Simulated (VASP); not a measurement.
Given:

```
CELL_PARAMETERS angstrom
      0.00000     1.80341     1.80341
      1.80341     0.00000     1.80341
      1.80341     1.80341     0.00000
ATOMIC_POSITIONS crystal
  C  0.00000 0.00000 0.00000
  C  0.25000 0.25000 0.25000
```

These are optB86b-vdW, VASP's PBE PAW potentials (set 64) (plane waves; VASP 6.6.1) values and carry that method's errors. Run with 520 eV cut-off, 13×13×13 Γ-centred mesh, Gaussian smearing of 0.050 eV, potentials C.

Problem. Predict the energy per atom (σ→0), pressure.

Solution. 
| Item | Value |
|---|---|
| energy per atom (σ→0) | -8.094 eV/atom |
| pressure | -12.22 GPa |

Only differences to runs with the same potentials and settings are physical.

The compound is C in the diamond structure. This cell is one point of a volume scan, at 1.03 of the reference volume.
